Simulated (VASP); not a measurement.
Calculation: PBEsol GGA, VASP's PBE PAW potentials (set 64) (plane waves; VASP 6.6.1).

VASP ran on this input.

**KPOINTS**
```
Regular mesh
0
gamma
 5 5 7
```

INCAR:
```
# general
SYSTEM  = NbPd3
PREC    = Accurate
ENCUT   = 300   # plane-wave cut-off (eV)
LREAL   = .FALSE.   # projection in real space or not
LASPH   = .TRUE.   # aspherical one-centre terms

# electronic loop
EDIFF   = 1E-6   # SCF stop (eV)
NELM    = 100   # most electronic steps
ALGO    = Normal   # blocked Davidson
LMAXMIX = 4

# smearing
ISMEAR  = -1
SIGMA   = 0.1   # width (eV)

# functional
GGA     = PS   # PBEsol

# ions
ISIF    = 2

# output
LWAVE   = .FALSE.
LCHARG  = .FALSE.
```

**POSCAR**
```
NbPd3
1
   -1.9085500000     1.9085500000     3.8773700000
    1.9085500000    -1.9085500000     3.8773700000
    1.9085500000     1.9085500000    -3.8773700000
Nb Pd
1 3
Direct
  0.0169230000  -0.0052760000   0.0041620000
  0.7425010000   0.2574730000   0.4969090000
  0.2516610000   0.7622630000   0.5161000000
  0.4889140000   0.4855390000  -0.0171710000
```

POTCAR, in this order: Nb_sv Pd (PBE.64 set). Program: vasp_std.

Question: What will the output report for the number of irreducible k-points (NKPTS), largest plane-wave count, number of space-group operations, FFT grid (NGX, NGY, NGZ)?

Answer: 
```yaml
number of irreducible k-points (NKPTS): 88
largest_plane_wave_count: 679
number_of_space_group_operations: 1
FFT grid (NGX, NGY, NGZ): 28 × 28 × 28
```

The structure comes from a measured NbPd3 entry of the Crystallography Open Database, whose conditions weren't checked. The cell was not relaxed at this level, atoms are displaced from their ideal sites. The k-mesh is coarse (spacing up to 0.37 per Å, 2π included), so the numbers may not be converged in it. The electron count is odd and the run is not spin-polarised, which forces a metal.
